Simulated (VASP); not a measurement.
Here is the system:

```xyz
3
Lattice="0.0000 3.1089 3.1089 3.1089 0.0000 3.1089 3.1089 3.1089 0.0000" Properties=species:S:1:pos:R:3 pbc="T T T"
Ba     0.0000     0.0000     0.0000
F      1.5544     1.5544     1.5544
F      4.6633     4.6633     4.6633
```

All values below come from AM05 GGA, VASP's PBE PAW potentials (set 64) (plane waves; VASP). Run with 520 eV cut-off, Gaussian smearing of 0.050 eV, potentials Ba_sv F.

Unless said otherwise, spin-orbit coupling is left out, though it shifts the bands of the heavy elements here.

### Question
Give the energies of bands 7 to 15 at the high-symmetry points, in eV from the valence-band maximum.

### Answer

```csv
band,Γ,X,U,L,W
7,-1.49,-1.51,-1.27,-1.08,-1.22
8,-1.49,-0.35,-0.55,-1.08,-0.62
9,-1.49,-0.35,-0.53,-0.67,-0.36
10,-0.08,-0.34,-0.36,-0.35,-0.36
11,-0.08,-0.34,-0.19,-0.17,-0.31
12,-0.08,-0.12,-0.18,-0.17,-0.18
13,6.81,7.30,7.59,9.04,7.61
14,9.13,8.92,9.29,9.15,9.76
15,9.13,10.61,9.89,9.15,9.79
```

The gap is indirect, 6.81 eV, from the valence maximum at K-Γ at 0.43 to the conduction minimum at Γ.

Measured: gap 10.50 eV (computed value off by -3.69 eV), as given by Andrés Aguado et al., Journal of the Physical Society of Japan (1999), arXiv:cond-mat/9901145.

The compound is BaF2 in the fluorite structure. It was relaxed first.
